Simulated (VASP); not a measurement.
Set up this calculation in VASP 6.6.1, as the native input.

| Quantity | Value |
| --- | --- |
| Task | single point |
| Functional | r2SCAN |
| Potentials or basis | VASP PAW PBE potentials, release 64 (P, Al, Sb) |
| Cutoff | 520 eV |
| k mesh | 6 × 6 × 4 |
| Occupations | gaussian, width 0.01 eV |
| Spin | no spin polarisation |
| Dipole correction | no |
| Further INCAR settings | ALGO = Normal; EDIFF = 1e-06; NBANDS = 16 |

Crystal: Al2SbP.

```xyz
4
Lattice="4.0603 0.0000 0.0000 0.0000 4.0603 0.0000 0.0000 0.0000 5.7568" Properties=species:S:1:pos:R:3 pbc="T T T"
P     0.0000    0.0000    0.0000
Al    0.0000    2.0302    4.4806
Al    2.0302    0.0000    1.2762
Sb    2.0302    2.0302    2.8784
```

The cell was built by a generator and needn't be a form met in nature.

The cell isn't the ideal one: hydrostatic strain -1.3%.

One way to write it, as run:

POSCAR

```
Al2SbP
1.0
    4.0603105116      0.0000000000      0.0000000000
    0.0000000000      4.0603105116      0.0000000000
    0.0000000000      0.0000000000      5.7567977176
P Al Sb
1 2 1
Direct
    0.0000000000      0.0000000000      0.0000000000
    0.0000000000      0.5000000000      0.7783216278
    0.5000000000      0.0000000000      0.2216783722
    0.5000000000      0.5000000000      0.5000000000
```

INCAR.step1

```
SYSTEM = Al2SbP
PREC = Accurate
ENCUT = 520
ISMEAR = 0
SIGMA = 0.01
LREAL = .False.
LASPH = .True.
NELM = 100
NBANDS = 16
GGA = PE
ALGO = Normal
EDIFF = 1E-4
LWAVE = .True.
LCHARG = .False.
```

INCAR.step2

```
SYSTEM = Al2SbP
PREC = Accurate
ENCUT = 520
EDIFF = 1E-6
ISMEAR = 0
SIGMA = 0.01
LREAL = .False.
LASPH = .True.
NELM = 100
ALGO = Normal
ISIF = 2
LWAVE = .False.
LCHARG = .True.
METAGGA = R2SCAN
LMIXTAU = .True.
LELF = .True.
LVHAR = .True.
NBANDS = 16
ISTART = 1
```

KPOINTS

```
regular mesh
0
Gamma
  6 6 4
  0 0 0
```

Potentials or basis: VASP PAW PBE potentials, release 64 (P, Al, Sb).

Run with:

```sh
$ cat potpaw_PBE.64/P/POTCAR potpaw_PBE.64/Al/POTCAR potpaw_PBE.64/Sb/POTCAR > POTCAR
$ cp INCAR.step1 INCAR
$ mpirun -np 1 vasp_std > vasp.out
$ cp INCAR.step2 INCAR
$ mpirun -np 1 vasp_std > vasp.out
```

Results of the run:

```json
{
  "Pressure": "3.0 GPa",
  "Largest force": "0.056 eV/Å",
  "Band gap on the k mesh": "0.86 eV, indirect (least direct gap 0.92 eV)"
}
```

Caveat: the PAW data sets were made with another functional, which shifts forces and pressure a little; spin-orbit coupling is left out, which moves the levels of the heavy elements.

Wall time 68 s on 1 thread of Intel(R) Xeon(R) 6975P-C (Granite Rapids), with other jobs on the host, peak memory 0.23 GiB.
